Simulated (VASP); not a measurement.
Consider the following.

```yaml
crystal:
  lattice:
    - [1.91368, -3.31458, 0.00000]
    - [1.91368, 3.31458, 0.00000]
    - [0.00000, 0.00000, 5.39026]
  atoms:
    - { symbol: La, position: [0.33333, 0.66667, 0.23100] }
    - { symbol: La, position: [0.66667, 0.33333, 0.76900] }
    - { symbol: O, position: [0.00000, 0.00000, 0.00000] }
    - { symbol: O, position: [0.33333, 0.66667, 0.65818] }
    - { symbol: O, position: [0.66667, 0.33333, 0.34182] }
```

Computed with PBE GGA, VASP's PBE PAW potentials (set 64) (plane waves; VASP 6.6.1). Settings: 620 eV cut-off, 7×7×4 Γ-centred mesh, Gaussian smearing of 0.050 eV, potentials La O.

What does the run give for the energy per atom (σ→0), pressure?

- energy per atom (σ→0): -8.128 eV/atom
- pressure: 30.04 GPa

The absolute energy has meaning only against runs of the same code, potentials and settings.

The compound is La2O3 in the a-type structure. It was relaxed first under an external pressure of 30 GPa.
